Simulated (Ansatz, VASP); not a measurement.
## Two plane-wave programs on Au3SI

```
CELL_PARAMETERS angstrom
6.48584 0.00000 0.00000
0.00000 6.48584 0.00000
0.00000 0.00000 6.48584
ATOMIC_POSITIONS crystal
S 0.00000 0.00000 0.00000
I 0.50000 0.50000 0.50000
Au 0.50000 0.50000 0.00000
Au 0.50000 0.00000 0.50000
Au 0.00000 0.50000 0.50000
```

The cell comes from a database or a generator and needn't be the stable form of this composition.

Alike in both runs: task single point; functional PBEsol; k mesh 4 × 4 × 4; occupations gaussian, width 0.05 eV; no spin polarisation.

```csv
,VASP,Ansatz
version,VASP 6.6.1,Ansatz 0.2.0
potentials or method,"VASP PAW PBE potentials, release 64 (S, I, Au)","scalar-relativistic, plane waves, PAW"
plane-wave cutoff (eV),520,420
valence electrons in the cell,46,80
```

|  | VASP | Ansatz | Ansatz less VASP |
| --- | --- | --- | --- |
| gap on the k mesh at the Fermi level (eV) | none | none | - |
| pressure (GPa) | -4.8 | -4.8 | +0.03 |

A gap of «none» marks a metal or a gap that the smearing closes. The two sets of potentials don't hold the same shells in valence.

Caveats: the PAW data sets were made with another functional, which shifts forces and pressure a little (VASP). Spin-orbit coupling is left out, which matters for the levels of Au, I.
